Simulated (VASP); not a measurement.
Au in VASP: the effect of functional

The system is Au, a sheet with vacuum.

```
Au
1.0
     2.66227    0.00000    0.00000
     0.00000    2.66170    0.00000
     0.00000    0.00000   23.80000
Au
1
Direct
  0.00000 0.50000 0.29412
```

The cell was built by a generator and needn't be a form met in nature.

Alike in all runs:

```yaml
Program: VASP 6.6.1
Task: work function
Cutoff: 520 eV
k_mesh: 10 × 10 × 1
Occupations: fermi-dirac, width 0.05 eV
Spin: no spin polarisation
```

```csv
functional,potentials or basis,work function (eV)
LDA,"VASP PAW LDA potentials, release 64 (Au)",6.19
PBEsol,"VASP PAW PBE potentials, release 64 (Au)",5.92
RPBE,"VASP PAW PBE potentials, release 64 (Au)",5.57
revPBE,"VASP PAW PBE potentials, release 64 (Au)",5.60
BLYP,"VASP PAW PBE potentials, release 64 (Au)",?
PW91,"VASP PAW PBE potentials, release 64 (Au)",5.81
```

**Question.** What does the run with functional BLYP give?

**Answer.** Work function 5.47 eV.

Runs at the PBE level aren't shown here.
